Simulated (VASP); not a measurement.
Lattice constant a of diamond and zinc-blende semiconductors: measurement against r2SCAN

Computed values from VASP (plane waves, PAW); cells keep the symmetry of their structure type. Static lattice, each level at its own minimum.

Here x stands for r2SCAN a and y for measured a.

```
solid  r2SCAN a (Å)  measured a (Å)  cut-off (eV)  basis of the measured value
-----  ------------  --------------  ------------  ---------------------------
Si            5.440               ?           520    0 K, zero-point corrected
GaP           5.451           5.439           520    0 K, zero-point corrected
InP           5.905           5.858           520    0 K, zero-point corrected
InAs          6.110           6.047           520    0 K, zero-point corrected
InSb          6.558           6.468           520    0 K, zero-point corrected
Sn            6.568           6.477           520    0 K, zero-point corrected
```

Taking a straight line for y over the 5 complete rows: With u = x - 6.1, the rows have u = -0.6490, -0.1950, 0.0100, 0.4580, 0.4680. Means: u 0.018400, y 6.0578. About the means, the sum of products is 0.82451 and the sum of squares of u is 0.88642; the slope is their ratio. Least squares gives y = 6.0407 + 0.9302·u. Residuals (row less fit): 0.0020, -0.0013, -0.0030, 0.0013, 0.0010; standard error 0.0024 (degrees of freedom: 3). The slope is 0.930 with a standard error of 0.0025. Before the fit, r2SCAN less measured has mean 0.0606, mean absolute 0.0606 and median absolute 0.0630 Å over these 5 rows.

Task: Predict the withheld y at x = 5.440 from the fit, and compare with measurement.

Result: u = -0.6600, so y = 6.0407 + 0.9302 × (-0.6600) = 5.4268 Å. The measured value is 5.421 Å, 0.0058 Å below the prediction (0.5 % of the range of y in the table). The row lies outside the fitted rows, so this is an extrapolation. From the scatter of the fitted rows alone, a prediction at this place has a standard error of 0.0031 Å, so the miss is 1.8 times that.

Plain r2SCAN misses this row by 0.019 Å. Sn is here grey tin, stable below 13 °C. The rows are a random draw of 6 from the 12 solids that have both values on this basis (zero-point corrected by the source), of 22 computed in this series. Not drawn: V to Ni and open 4f shells, rows kept for tests, unfit runs, cells that left their space group, values derived or compiled from fits, values whose temperature is given only as extrapolated, encyclopaedia, home-page and unnamed sources, sources from 2025 on. Measured values as quoted by these papers, many of them computational: Si Daniel Mejia-Rodriguez et al., Physical Review B (2018), arXiv:1807.09216; GaP Daniel Mejia-Rodriguez et al., Physical Review B (2018), arXiv:1807.09216; InP Daniel Mejia-Rodriguez et al., Physical Review B (2018), arXiv:1807.09216; InAs Daniel Mejia-Rodriguez et al., Physical Review B (2018), arXiv:1807.09216; InSb Daniel Mejia-Rodriguez et al., Physical Review B (2018), arXiv:1807.09216; Sn Daniel Mejia-Rodriguez et al., Physical Review B (2018), arXiv:1807.09216.
